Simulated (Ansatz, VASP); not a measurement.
One calculation of K2Li3, two programs

```xyz
5
Lattice="6.2612 0.0000 0.0000 0.0000 6.2612 0.0000 0.0000 0.0000 6.2612" Properties=species:S:1:pos:R:3 pbc="T T T"
K     0.0000    0.0000    0.0000
K     3.1306    3.1306    3.1306
Li    3.1306    0.0000    0.0000
Li    0.0000    3.1306    0.0000
Li    0.0000    0.0000    3.1306
```

Alike in both runs: task relaxation of cell and atoms; functional PBE; k mesh 6 × 6 × 6; occupations gaussian, width 0.1 eV; no spin polarisation.

|  | VASP | Ansatz |
| --- | --- | --- |
| version | VASP 6.6.1 | Ansatz 0.2.0 |
| potentials or method | VASP PAW PBE potentials, release 64 (K_sv, Li_sv) | scalar-relativistic, plane waves, PAW |
| plane-wave cutoff (eV) | 600 | 420 |
| valence electrons in the cell | 27 | 27 |

```csv
,VASP,Ansatz,Ansatz less VASP
"gap on the k mesh at the Fermi level, each at its own relaxed structure (eV)",none,none,-
relaxed volume (Å³/atom),49.09,49.85,+0.761
relaxed cell length with the largest relative difference (Å),6.261,6.293,+0.0322
```

A gap of «none» marks a metal or a gap that the smearing closes.

Caveats: the cutoff is under 1.25 times the usual one of these potentials, so pressure, stress and relaxed cells hold a basis-set (Pulay) error (VASP); the relaxation stopped at its first step, so nothing moved.
